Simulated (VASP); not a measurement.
Input:

```
CELL_PARAMETERS angstrom
      1.99027    -3.44725     0.00000
      1.99027     3.44725     0.00000
      0.00000     0.00000     6.15888
ATOMIC_POSITIONS crystal
  La 0.33333 0.66667 0.24546
  La 0.66667 0.33333 0.75454
  O  0.00000 0.00000 0.00000
  O  0.33333 0.66667 0.64572
  O  0.66667 0.33333 0.35428
```

All values below come from PBEsol GGA, VASP's PBE PAW potentials (set 64) (plane waves; VASP 6.6.1). Numerical set-up: 520 eV cut-off, 7×7×4 Γ-centred mesh, Gaussian smearing of 0.050 eV, potentials La O.

The ions and cell shape at fixed volume are relaxed. Predict the relaxed structure.

```
CELL_PARAMETERS angstrom
      1.97486    -3.42056     0.00000
      1.97486     3.42056     0.00000
      0.00000     0.00000     6.25537
ATOMIC_POSITIONS crystal
  La 0.33333 0.66667 0.24987
  La 0.66667 0.33333 0.75013
  O  0.00000 0.00000 0.00000
  O  0.33333 0.66667 0.64365
  O  0.66667 0.33333 0.35635
```
Space group P-3m1 (164), at a tolerance of 0.03 Å.

How much energy does the relaxation gain?

The energy (σ→0) changes by -3.6 meV/atom, in 8 ionic steps.

The compound is La2O3 in the a-type structure. This cell is one point of a volume scan, at 1.06 of the reference volume. Symmetry was kept, so distortions that lower it aren't found.
